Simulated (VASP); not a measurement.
Here is the system:

```
CELL_PARAMETERS angstrom
     -1.43500     1.43500     1.43500
      1.43500    -1.43500     1.43500
      1.43500     1.43500    -1.43500
ATOMIC_POSITIONS crystal
  Fe 0.00000 0.00000 0.00000
```
Starting moments (μB, in the order of the record's atoms Fe): 2.5.

Calculation: LDA (Ceperley-Alder, Perdew-Zunger), VASP's LDA PAW potentials (set 64) (plane waves; VASP). Settings: 520 eV cut-off, 16×16×16 Γ-centred mesh, first-order Methfessel-Paxton smearing of 0.10 eV, potentials Fe.

Energy and stress use the plane-wave basis of the starting cell.

The ions, cell shape and volume are relaxed. Which structure does the run end with?

```
CELL_PARAMETERS angstrom
     -1.37244     1.37244     1.37244
      1.37244    -1.37244     1.37244
      1.37244     1.37244    -1.37244
ATOMIC_POSITIONS crystal
  Fe 0.00000 0.00000 0.00000
```
Space group Im-3m (229), at a tolerance of 0.03 Å. The cell ends with 1.93 μB, on the sites 1.89 μB.

How do energy and volume change from the first to the last step?

The energy (σ→0) changes by -126.7 meV/atom and the volume by -12.5 %, in 7 ionic steps.

The compound is Fe in the bcc structure. This run relaxes it. Symmetry was kept, so distortions that lower it aren't found.
